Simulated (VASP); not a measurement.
An input for Quantum ESPRESSO's pw.x (written as the equivalent of a VASP run, and not itself run):

```
&CONTROL
  calculation = 'scf'
  pseudo_dir = './pseudo'
  outdir = './out'
  tprnfor = .true.
  tstress = .true.
/
&SYSTEM
  ibrav = 0
  nat = 2
  ntyp = 2
  ecutwfc = 84
  occupations = 'smearing'
  smearing = 'methfessel-paxton'
  degauss = 0.00735
  input_dft = 'pbesol'
/
&ELECTRONS
  conv_thr = 7.3e-09
  electron_maxstep = 100
/
ATOMIC_SPECIES
  Zn 65.380 Zn.upf
  Au 196.967 Au.upf
CELL_PARAMETERS angstrom
     3.0651440    0.0000000    0.0000000
     0.0000000    3.0651440    0.0000000
     0.0000000    0.0000000    3.0651440
ATOMIC_POSITIONS crystal
  Zn   0.5000000  0.5000000  0.5000000
  Au   0.0000000  0.0000000  0.0000000
K_POINTS automatic
  12 12 12 0 0 0
```

Write the VASP files for the same calculation (PBEsol).

This is not unique; one that fits is 
### POSCAR
```
AuZn
1
    3.0651439822     0.0000000000     0.0000000000
    0.0000000000     3.0651439822     0.0000000000
    0.0000000000     0.0000000000     3.0651439822
Zn Au
1 1
Direct
  0.5000000000   0.5000000000   0.5000000000
  0.0000000000   0.0000000000   0.0000000000
```

**KPOINTS**
```
K-points
0
Gamma
12 12 12
```

INCAR:
```
SYSTEM=AuZn
PREC=Accurate; ENCUT=520; LREAL=F
LASPH=T
EDIFF=1E-7; NELM=100; ALGO=Normal
LMAXMIX=6
ISMEAR=1; SIGMA=0.1
GGA=PS
ISIF=2
LWAVE=F; LCHARG=F
```

POTCAR, in this order: Zn Au (PBE.64 set). Program: vasp_std.

The two are equivalent in intent, not identical: the potentials are each code's own (VASP's PAW set, PseudoDojo norm-conserving files in pw.x), so ENCUT and ecutwfc are chosen apart and not converted; conv_thr bounds pw.x's estimated SCF error, while EDIFF bounds the energy change between steps.

The compound is AuZn in the CsCl type structure. This cell is one point of a volume scan, at 0.94 of the reference volume.
